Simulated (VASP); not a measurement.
# SiF (R-3m) in VASP: a series of runs

The runs below take SiF through single point, relaxation of cell and atoms, with PBE.

All numbers are computed with VASP 6.6.1; they aren't measurements. Logs are shortened: lines on timing, memory, paths and dates and some standing lists are left out, and cuts for length are marked.

### Step 1. Starting point

The structure is trigonal, space group R-3m (No. 166). Conventional cell: a = 2.673 Å, b = 2.673 Å, c = 11.715 Å, α = 90.00°, β = 90.00°, γ = 120.00°. Si (site symmetry -3m) is surrounded by 6 F at 2.49 Å and 6 Si at 2.67 Å. F (site symmetry -3m) has 6 Si at 2.49 Å and 6 F at 2.67 Å as nearest neighbours.

The cell was built by a generator and needn't be a form met in nature.

### Step 2. Single point, PBE

File INCAR:

```
ALGO = Fast
EDIFF = 1E-6
ENCUT = 520
GGA = PE
ISIF = 2
ISMEAR = 0
LASPH = T
LCHARG = T
LELF = T
LREAL = F
LVHAR = T
LWAVE = F
NBANDS = 12
NELM = 100
PREC = Accurate
SIGMA = 0.1
```

File KPOINTS:

```
k-points
0
Gamma
  9 9 9
```

File POSCAR:

```
SiF
1.0
    1.3367282054      0.7717603892      3.9048381852
   -1.3367282054      0.7717603892      3.9048381852
    0.0000000000     -1.5435207784      3.9048381852
Si F
1 1
Direct
    0.5000000000      0.5000000000      0.5000000000
    0.0000000000      0.0000000000      0.0000000000
```

Potentials or basis: VASP PAW PBE potentials, release 64 (Si, F).

On the command line:

```bash
$ cat potpaw_PBE.64/Si/POTCAR potpaw_PBE.64/F/POTCAR > POTCAR
$ mpirun -np 1 vasp_std > vasp.out
```

OUTCAR:

```text
EDIFF = 1E-6
   ENCUT = 520
   GGA = PE
   ISIF = 2
   ISMEAR = 0
   LASPH = T
   LREAL = F
   NELM = 100
   PREC = Accurate

 ion  position               nearest neighbor table
   1  0.500  0.500  0.500-   2 2.49   2 2.49   2 2.49   2 2.49   2 2.49   2 2.49
   2  0.000  0.000  0.000-   1 2.49   1 2.49   1 2.49   1 2.49   1 2.49   1 2.49

  LATTYP: Found a trigonal (rhomboedric) cell.
 ALAT       =     4.1988352726
 COS(alpha) =     0.7972977610

  Lattice vectors:

 A1 = (   1.3367282054,   0.7717603892,   3.9048381852)
 A2 = (  -1.3367282054,   0.7717603892,   3.9048381852)
 A3 = (   0.0000000000,  -1.5435207784,   3.9048381852)

Analysis of symmetry for initial positions (statically):
=====================================================================
 Subroutine PRICEL returns:
 Original cell was already a primitive cell.

 Routine SETGRP: Setting up the symmetry group for a
 trigonal (rhombohedral) supercell.

 Subroutine GETGRP returns: Found 12 space group operations
 (whereof 12 operations were pure point group operations)
 out of a pool of 12 trial point group operations.

The static configuration has the point symmetry D_3d.

Analysis of symmetry for dynamics (positions and initial velocities):
=====================================================================
 Subroutine PRICEL returns:
 Original cell was already a primitive cell.

 Routine SETGRP: Setting up the symmetry group for a
 trigonal (rhombohedral) supercell.

 Subroutine GETGRP returns: Found 12 space group operations
 (whereof 12 operations were pure point group operations)
 out of a pool of 12 trial point group operations.

The dynamic configuration has the point symmetry D_3d.

 Subroutine INISYM returns: Found 12 space group operations
 (whereof 12 operations are pure point group operations),
 and found     1 'primitive' translations

----------------------------------------------------------------------------------------

                                     Primitive cell

  volume of cell :      24.1702

  direct lattice vectors                    reciprocal lattice vectors
     1.336728205  0.771760389  3.904838185     0.374047617  0.215956492  0.085364186
    -1.336728205  0.771760389  3.904838185    -0.374047617  0.215956492  0.085364186
     0.000000000 -1.543520778  3.904838185     0.000000000 -0.431912985  0.085364186

  length of vectors
     4.198835273  4.198835273  4.198835273     0.440267953  0.440267953  0.440267953

  position of ions in fractional coordinates (direct lattice)
     0.500000000  0.500000000  0.500000000
     0.000000000  0.000000000  0.000000000

  ion indices of the primitive-cell ions
   primitive index   ion index
                 1           1
                 2           2

----------------------------------------------------------------------------------------

 KPOINTS: k-points

Automatic generation of k-mesh.
 Grid dimensions read from file:
 generate k-points for:    9    9    9

 Generating k-lattice:

  Cartesian coordinates                     Fractional coordinates (reciprocal lattice)
     0.041560846  0.023995166  0.009484910     0.111111111  0.000000000  0.000000000
    -0.041560846  0.023995166  0.009484910     0.000000000  0.111111111  0.000000000
     0.000000000 -0.047990332  0.009484910     0.000000000  0.000000000  0.111111111

  Length of vectors
     0.048918661  0.048918661  0.048918661

  Shift w.r.t. Gamma in fractional coordinates (k-lattice)
     0.000000000  0.000000000  0.000000000

 Subroutine IBZKPT returns following result:
 ===========================================

 Found     85 irreducible k-points:

 Following reciprocal coordinates:
            Coordinates               Weight
  0.000000  0.000000  0.000000      1.000000
  0.111111  0.000000  0.000000      6.000000
  0.222222  0.000000  0.000000      6.000000
  0.333333  0.000000  0.000000      6.000000
  0.444444  0.000000  0.000000      6.000000
  0.111111  0.111111  0.000000      6.000000
[... 16 lines left out ...]
 -0.333333  0.333333  0.000000      6.000000
  0.444444  0.444444  0.000000      6.000000
 [... further k-points ...]
   k-points           NKPTS =     85   k-points in BZ     NKDIM =     85   number of bands    NBANDS=     12
   number of dos      NEDOS =    301   number of ions     NIONS =      2
   total plane-waves  NPLWV =  32768
   dimension x,y,z NGX =    32 NGY =   32 NGZ =   32
   dimension x,y,z NGXF=    64 NGYF=   64 NGZF=   64
   ions per type =               1   1
   NGX,Y,Z   is equivalent  to a cutoff of  12.67, 12.67, 12.67 a.u.
   NGXF,Y,Z  is equivalent  to a cutoff of  25.34, 25.34, 25.34 a.u.
 SYSTEM =  unknown system
   PREC   = accura    normal or accurate (medium, high low for compatibility)
   ISTART =      0    job   : 0-new  1-cont  2-samecut
   ICHARG =      2    charge: 1-file 2-atom 10-const
   ISPIN  =      1    spin polarized calculation?
   LNONCOLLINEAR =      F non collinear calculations
   LSORBIT =      F    spin-orbit coupling
   LASPH  =      T    aspherical Exc in radial PAW
   ENCUT  =  520.0 eV  38.22 Ry    6.18 a.u.   7.81  7.81  7.81*2*pi/ulx,y,z
   NELM   =    100;   NELMIN=  2; NELMDL= -5     # of ELM steps
   EDIFF  = 0.1E-05   stopping-criterion for ELM
   LREAL  =      F    real-space projection
   EDIFFG = 0.1E-04   stopping-criterion for IOM
   NSW    =      0    number of steps for IOM
   IBRION =     -1    ionic relax: 0-MD 1-quasi-New 2-CG
   NFREE  =      0    steps in history (QN), initial steepest desc. (CG)
   ISIF   =      2    stress and relaxation
   ISYM   =      2    0-nonsym 1-usesym 2-fastsym
   POTIM  = 0.5000    time-step for ionic-motion
   TEBEG  =    0.0;   TEEND  =   0.0 temperature during run
   PSTRESS=    0.0 pullay stress
   NELECT =      11.0000    total number of electrons
   NUPDOWN=      -1.0000    fix difference up-down
   EMIN   =  10.00;   EMAX   =-10.00  energy-range for DOS
   EFERMI =   0.00;   METHOD = LEGACY
   ISMEAR =     0;   SIGMA  =   0.10  broadening in eV -4-tet -1-fermi 0-gaus
   EFERMI_NEDOS =   21; number of points for ismear=-14 and -15
   IALGO  =     68    algorithm
   IMIX   =      4    mixing-type and parameters
     AMIX     =   0.40;   BMIX     =  1.00
     AMIX_MAG =   1.60;   BMIX_MAG =  1.00
  volume/ion in A,a.u.               =      12.09        81.55
  Fermi-wavevector in a.u.,A,eV,Ry     =   1.259251  2.379640 21.574949  1.585714
  Thomas-Fermi vector in A             =   2.392820
   LORBIT       =      0    0 simple, 1 ext, 2 COOP (PROOUT), +10 PAW based schemes
   GGA     = PE    functional components
   LHFCALC =     F    Hartree Fock is set to
   AEXX    =    0.0000 exact exchange contribution
   IVDW    =     0    specifies the selected vdW correction
   LEPSILON=     F    determine dielectric tensor
   LRPA    =     F    only Hartree local field effects (RPA)
 non-spin polarized calculation
 RMM-DIIS sequential band-by-band and
 Gauss-broadening in eV      SIGMA  =   0.10
  energy-cutoff  :      520.00
  volume of cell :       24.17
 maximum number of plane-waves:       664
   NGX = 15   NGY = 15   NGZ = 15

 number of electron      10.9999997 magnetization

 Free energy of the ion-electron system (eV)
  ---------------------------------------------------
  ext. energy  EPLUGINS =         0.00000000
  ---------------------------------------------------
  free energy    TOTEN  =        -8.83306369 eV

  energy without entropy =       -8.83257048  energy(sigma->0) =       -8.83281708

 E-fermi :   6.5393     XC(G=0): -10.8146

 val. band max:        6.2519973462   @ k =   0.4444   0.1111   0.0000
 cond. band min:       6.5568223400   @ k =  -0.4444   0.4444   0.4444
 fundamental gap:      0.3048249938
 Fermi energy:         6.5393307986

 k-point     1 :       0.0000    0.0000    0.0000
  band No.  band energies     occupation
      1     -17.2747      2.00000
      2      -4.1559      2.00000
      3      -0.6079      2.00000
      4       3.3200      2.00000
      5       3.3200      2.00000
      6       9.9617      0.00000
      7      14.3947      0.00000
      8      17.7785      0.00000
      9      17.7785      0.00000
     10      19.5166      0.00000
     11      19.5166      0.00000
     12      24.9322      0.00000

 k-point     2 :       0.1111    0.0000    0.0000
  band No.  band energies     occupation
      1     -17.1874      2.00000
      2      -3.9278      2.00000
      3      -0.3825      2.00000
      4       2.9819      2.00000
      5       3.2489      2.00000
      6       9.8641      0.00000
      7      14.1884      0.00000
      8      15.7847      0.00000
      9      16.2340      0.00000
     10      19.5160      0.00000
     11      21.5894      0.00000
     12      22.8610      0.00000

 k-point     3 :       0.2222    0.0000    0.0000
  band No.  band energies     occupation
      1     -16.9602      2.00000
      2      -3.2599      2.00000
      3       0.1983      2.00000
      4       2.2486      2.00000
      5       3.0733      2.00000
      6       9.4600      0.00000
      7      11.1790      0.00000
      8      14.5849      0.00000
      9      15.9222      0.00000
     10      18.9321      0.00000
     11      20.2948      0.00000
     12      24.1510      0.00000
[... 286 lines left out ...]
 k-point    23 :      -0.3333    0.3333    0.0000
  band No.  band energies     occupation
      1     -16.3759      2.00000
      2       0.3283      2.00000
      3       0.3744      2.00000
      4       1.0726      2.00000
      5       3.9987      2.00000
      6       5.2525      2.00000
      7       5.7824      2.00000
      8      11.3616      0.00000
      9      16.1526      0.00000
     10      17.2642      0.00000
     11      21.8841      0.00000
     12      26.7860      0.00000

 k-point    24 :       0.4444    0.4444    0.0000
  band No.  band energies     occupation
      1     -16.4914      2.00000
      2      -1.1480      2.00000
      3       0.1611      2.00000
      4       2.0273      2.00000
      5       2.6915      2.00000
      6       5.2450      2.00000
      7      11.4886      0.00000
      8      13.4034      0.00000
      9      13.7207      0.00000
     10      15.3162      0.00000
     11      22.5551      0.00000
     12      23.0846      0.00000

 [... further k-points ...]

------------------------ aborting loop because EDIFF is reached ----------------------------------------

  FORCE on cell =-STRESS in cart. coord.  units (eV):
  Direction    XX          YY          ZZ          XY          YZ          ZX
  --------------------------------------------------------------------------------------
  -------------------------------------------------------------------------------------
  Total       -0.0443890     -0.0443890     -0.0332298      0.0000000      0.0000000      0.0000000
  in kB       -2.9424270     -2.9424270     -2.2027168      0.0000000      0.0000000      0.0000000
  external PRESSURE =      -2.6958569 kB  Pullay stress =       0.0000000 kB

 VOLUME and BASIS-vectors are now :
 -----------------------------------------------------------------------------
  energy-cutoff  :      520.00
  volume of cell :       24.17
      direct lattice vectors                 reciprocal lattice vectors
     1.336728205  0.771760389  3.904838185     0.374047617  0.215956492  0.085364186
    -1.336728205  0.771760389  3.904838185    -0.374047617  0.215956492  0.085364186
     0.000000000 -1.543520778  3.904838185     0.000000000 -0.431912985  0.085364186

 POSITION                                       TOTAL-FORCE (eV/Angst)
 -----------------------------------------------------------------------------------
      0.00000      0.00000      5.85726         0.000000      0.000000      0.000000
      0.00000      0.00000      0.00000        -0.000000     -0.000000      0.000000
 -----------------------------------------------------------------------------------
    total drift:                               -0.000000     -0.000000     -0.000000

  FREE ENERGIE OF THE ION-ELECTRON SYSTEM (eV)
  ---------------------------------------------------
  free  energy   TOTEN  =        -8.8330636869 eV

  energy  without entropy=       -8.8325704813  energy(sigma->0) =       -8.83281708
```

Run time: 52 s. Hardware: 1 thread of AMD EPYC 7R13 (Zen 3), shared host; peak memory 0.15 GiB.

What came out:

```
Free energy            : -8.8331 eV
Pressure               : -0.3 GPa
Band gap on the k mesh : none (metal or under the smearing width)
```

Caveat: an odd number of electrons without spin polarisation forces a metal; a magnetic or distorted state may lie lower.

### Step 3. Relaxation of cell and atoms, PBE

File INCAR:

```
PREC     = Accurate       # precision mode
ENCUT    = 600            # plane-wave cutoff, eV
EDIFF    = 1E-6           # SCF threshold, eV
ISMEAR   = 0              # smearing method
SIGMA    = 0.1            # smearing width, eV
LREAL    = False          # projectors in reciprocal space
LASPH    = True           # aspherical terms in the spheres
NELM     = 100            # most SCF steps
ALGO     = Fast           # electronic algorithm
ISIF     = 3              # what is computed and relaxed
LWAVE    = False          # write WAVECAR
LCHARG   = False          # write CHGCAR
GGA      = PE             # functional
IBRION   = 2              # ionic algorithm
NSW      = 90             # ionic steps
EDIFFG   = -0.04          # ionic threshold
```

File KPOINTS:

```
Automatic mesh
0
Gamma
  9 9 9
```

File POSCAR:

```
SiF
1.0
    1.3386763020      0.7728851233      3.8965908886
   -1.3386763020      0.7728851233      3.8965908886
    0.0000000000     -1.5457702466      3.8965908886
Si F
1 1
Direct
    0.5000000000      0.5000000000      0.5000000000
    0.0000000000      0.0000000000      0.0000000000
```

Potentials or basis: VASP PAW PBE potentials, release 64 (Si, F).

On the command line:

```bash
$ cat potpaw_PBE.64/Si/POTCAR potpaw_PBE.64/F/POTCAR > POTCAR
$ mpirun -np 1 vasp_std > vasp.out
```

It took 67 s on 1 thread of AMD EPYC 7R13 (Zen 3), shared host; peak memory 0.18 GiB.

Results (log left out):

```yaml
Free_energy: -8.8348 eV
Relaxed_volume: 12.07 Å³/atom
Relaxed_cell: a = 4.197 Å, b = 4.197 Å, c = 4.197 Å, α = 37.12°, β = 37.12°, γ = 37.12°
Space_group_after_relaxing_to_0.05_Å: R-3m (No. 166)
Energy_gained_by_relaxing: 0.2 meV/atom
Ionic_steps: 2
Pressure_after_relaxing: -0.2 GPa
Band_gap_on_the_k_mesh: none (metal or under the smearing width)
```

Stress tensor (GPa, compression positive):
```
-0.19  0.00  0.00
 0.00 -0.19  0.00
 0.00  0.00 -0.10
```

Step by step:
```csv
step,energy change (eV),largest force (eV/Å),pressure (GPa),volume (Å³)
1,0.0000,0.0000,-0.22,24.19
2,-0.0003,0.0000,-0.16,24.13
```

Final structure:
```
CELL_PARAMETERS angstrom
1.33587 0.77127 3.90373
-1.33587 0.77127 3.90373
0.00000 -1.54253 3.90373
ATOMIC_POSITIONS crystal
Si 0.50000 0.50000 0.50000
F 0.00000 0.00000 0.00000
```

Levels at points of the mesh, in eV from the Fermi level:
```tsv
k point	band 2	band 3	band 4	band 5	band 6	band 7	band 8	band 9
(0.00, 0.00, 0.00)	-10.70	-7.16	-3.22	-3.22	3.43	7.86	11.26	11.26
```

Caveat: an odd number of electrons without spin polarisation forces a metal; a magnetic or distorted state may lie lower.

(Continued in part 2 of 2.)
